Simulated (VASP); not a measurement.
Consider the following.

```yaml
crystal:
  lattice:
    - [3.34913, 0.00000, 0.00000]
    - [0.00000, 3.34913, 0.00000]
    - [0.00000, 0.00000, 3.34913]
  atoms:
    - { symbol: B, position: [0.00000, 0.00000, 0.00000] }
    - { symbol: Bi, position: [0.50000, 0.50000, 0.50000] }
```

Method: r2SCAN meta-GGA, VASP's PBE PAW potentials (set 64) (plane waves; VASP). Settings: 520 eV cut-off, 10×10×10 Γ-centred mesh, first-order Methfessel-Paxton smearing of 0.10 eV, potentials B Bi_d.

Unless said otherwise, spin-orbit coupling is left out, though it shifts the bands of the heavy elements here.

Task: Predict the energy per atom (σ→0), band gap (on the k-mesh) with the smallest direct gap where there is one.

Result: 
```
Property                                                     Value
------------------------  ----------------------------------------
band gap (on the k-mesh)  none (metal, semimetal or under 0.01 eV)
energy per atom (σ→0)                              -31.207 eV/atom
```

Only differences to runs with the same potentials and settings are physical.

The structure was generated: BiB was put into the CsCl type (Pm-3m), which need not be its known phase. It was relaxed first. The start is the result of an earlier pass. VASP warned that the highest band is occupied, so more bands are needed.
